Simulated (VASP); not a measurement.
These are r2SCAN meta-GGA, VASP's PBE PAW potentials (set 64) (plane waves; VASP) values and carry that method's errors.

A VASP calculation is set up with these files.

### POSCAR
```
NiAl
1
    2.8633393773     0.0000000000     0.0000000000
    0.0000000000     2.8633393773     0.0000000000
    0.0000000000     0.0000000000     2.8633393773
Al Ni
1 1
Direct
  0.5000000000   0.5000000000   0.5000000000
  0.0000000000   0.0000000000   0.0000000000
```

**KPOINTS**
```
Regular mesh
0
gamma
14 14 14
```

File KPOINTS_OPT:
```
k-points along high-symmetry lines
10
Line-mode
Reciprocal
  0.000000   0.000000   0.000000 ! GAMMA
  0.000000   0.500000   0.000000 ! X

  0.000000   0.500000   0.000000 ! X
  0.500000   0.500000   0.000000 ! M

  0.500000   0.500000   0.000000 ! M
  0.000000   0.000000   0.000000 ! GAMMA

  0.000000   0.000000   0.000000 ! GAMMA
  0.500000   0.500000   0.500000 ! R

  0.500000   0.500000   0.500000 ! R
  0.000000   0.500000   0.000000 ! X

  0.500000   0.500000   0.500000 ! R
  0.500000   0.500000   0.000000 ! M
```

**INCAR**
```
! general
SYSTEM =NiAl
PREC   =Accurate
ENCUT  =520   ! plane-wave cut-off (eV)
LREAL  =.FALSE.
LASPH  =.TRUE.   ! aspherical one-centre terms

! electronic loop
EDIFF  =1E-7
NELM   =100   ! most electronic steps
ALGO   =Normal   ! blocked Davidson
LMAXMIX=4   ! l cut-off of mixed one-centre charges
LMIXTAU=.TRUE.

! smearing
ISMEAR =-5   ! tetrahedra, Bloechl

! functional
METAGGA=R2SCAN

! ions
ISIF   =2   ! forces and stress, cell fixed

! output
LWAVE  =.FALSE.
LCHARG =.FALSE.
LORBIT =11   ! lm-projected
NEDOS  =601   ! DOS grid
```

POTCAR, in this order: Al Ni (PBE.64 set). Program: vasp_std.

Output

### OSZICAR
```
       N       E                     dE             d eps       ncg     rms          rms(c)
DAV:   1     0.316074130393E+02    0.31607E+02   -0.60264E+03  2416   0.144E+03
DAV:   2    -0.214617825998E+02   -0.53069E+02   -0.50674E+02  2428   0.216E+02
DAV:   3    -0.227975980063E+02   -0.13358E+01   -0.13238E+01  2832   0.453E+01
DAV:   4    -0.228191151699E+02   -0.21517E-01   -0.21497E-01  2894   0.513E+00
DAV:   5    -0.228197815934E+02   -0.66642E-03   -0.66604E-03  2774   0.906E-01    0.120E+01
DAV:   6    -0.230096846135E+02   -0.18990E+00   -0.55066E+01  2630   0.137E+02    0.153E+01
DAV:   7    -0.200872575109E+02    0.29224E+01   -0.15275E+01  2642   0.773E+01    0.171E+00
DAV:   8    -0.200881978435E+02   -0.94033E-03   -0.62174E-01  2982   0.122E+01    0.164E+00
DAV:   9    -0.200642833632E+02    0.23914E-01   -0.12996E-01  2658   0.660E+00    0.319E-01
DAV:  10    -0.200682698301E+02   -0.39865E-02   -0.11215E-02  2524   0.116E+00    0.285E-01
DAV:  11    -0.200692860467E+02   -0.10162E-02   -0.73699E-03  2836   0.141E+00    0.620E-02
DAV:  12    -0.200692843567E+02    0.16900E-05   -0.12145E-04  2600   0.148E-01    0.346E-02
DAV:  13    -0.200692469234E+02    0.37433E-04   -0.35929E-05  2552   0.732E-02    0.383E-02
DAV:  14    -0.200692755600E+02   -0.28637E-04   -0.74186E-05  2762   0.142E-01    0.701E-03
DAV:  15    -0.200692772993E+02   -0.17393E-05   -0.18415E-06  2560   0.197E-02    0.339E-03
DAV:  16    -0.200692773608E+02   -0.61540E-07   -0.10826E-06  2542   0.200E-02    0.629E-04
DAV:  17    -0.200692773580E+02    0.28112E-08   -0.20462E-08  1256   0.211E-03
   1 F= -.20069277E+02 E0= -.20069277E+02  d E =0.000000E+00
       N       E                     dE             ncg
```

**OUTCAR**
```
------------------------ aborting loop because EDIFF is reached ----------------------------------------
  FORCE on cell =-STRESS in cart. coord.  units (eV):
  Direction    XX          YY          ZZ          XY          YZ          ZX
  --------------------------------------------------------------------------------------
  Total       -0.0376124     -0.0376124     -0.0376124      0.0000000      0.0000000     -0.0000000
  in kB       -2.5669843     -2.5669843     -2.5669843      0.0000000      0.0000000     -0.0000000
  external PRESSURE =      -2.5669843 kB  Pullay stress =       0.0000000 kB
  volume of cell :       23.48
      direct lattice vectors                 reciprocal lattice vectors
     2.863339377  0.000000000  0.000000000     0.349242569  0.000000000  0.000000000
     0.000000000  2.863339377  0.000000000     0.000000000  0.349242569  0.000000000
     0.000000000  0.000000000  2.863339377     0.000000000  0.000000000  0.349242569
 POSITION                                       TOTAL-FORCE (eV/Angst)
 -----------------------------------------------------------------------------------
      1.43167      1.43167      1.43167         0.000000      0.000000      0.000000
      0.00000      0.00000      0.00000         0.000000      0.000000      0.000000
 -----------------------------------------------------------------------------------
    total drift:                               -0.000000      0.000000      0.000000
  FREE ENERGIE OF THE ION-ELECTRON SYSTEM (eV)
  ---------------------------------------------------
  free  energy   TOTEN  =       -20.0692773580 eV

  energy  without entropy=      -20.0692773580  energy(sigma->0) =      -20.06927736

 total charge

# of ion       s       p       d       tot
------------------------------------------
    1        0.383   0.434   0.000   0.817
    2        0.494   0.557   8.494   9.545
--------------------------------------------------
tot          0.877   0.991   8.494  10.362
```
(Selected blocks of OUTCAR.)

**OUTCAR**
```
 val. band max:       10.1435449202   @ k =   0.3571   0.2857   0.0714

 cond. band min:      10.1349313265   @ k =   0.5000   0.3571   0.3571


 Fermi energy:        10.1425883345

 k-point     1 :       0.0000    0.0000    0.0000
  band No.  band energies     occupation
      1      -1.7214      2.00000
      2       6.6977      2.00000
      3       6.6977      2.00000
      4       8.4930      2.00000
      5       8.4930      2.00000
      6       8.4930      2.00000
      7      16.1077      0.00000
      8      16.1077      0.00000
      9      16.1077      0.00000
     10      18.5894      0.00000

 k-point     2 :       0.0714    0.0000    0.0000
  band No.  band energies     occupation
      1      -1.6211      2.00000
      2       6.6885      2.00000
      3       6.7222      2.00000
      4       8.4499      2.00000
      5       8.4499      2.00000
      6       8.4975      2.00000
      7      15.0128      0.00000
      8      16.2389      0.00000
      9      16.2389      0.00000
     10      18.5970      0.00000

 k-point     3 :       0.1429    0.0000    0.0000
  band No.  band energies     occupation
      1      -1.3217      2.00000
      2       6.6354      2.00000
      3       6.7917      2.00000
      4       8.3335      2.00000
      5       8.3335      2.00000
      6       8.5104      2.00000
      7      13.2951      0.00000
      8      16.6202      0.00000
      9      16.6202      0.00000
     10      18.6193      0.00000

 k-point     4 :       0.2143    0.0000    0.0000
  band No.  band energies     occupation
      1      -0.8278      2.00000
      2       6.4515      2.00000
      3       6.8943      2.00000
      4       8.1752      2.00000
      5       8.1752      2.00000
      6       8.5290      2.00000
      7      11.7174      0.00000
      8      17.2218      0.00000
      9      17.2218      0.00000
     10      18.6550      0.00000

 k-point     5 :       0.2857    0.0000    0.0000
...
```

For a metal the tetrahedron method with Blöchl corrections gives inexact stress and forces.

The compound is NiAl in the CsCl type structure. It was relaxed first. The run is not spin-polarised, so no magnetic state was tried. The electron count is odd and the run is not spin-polarised, which forces a metal.
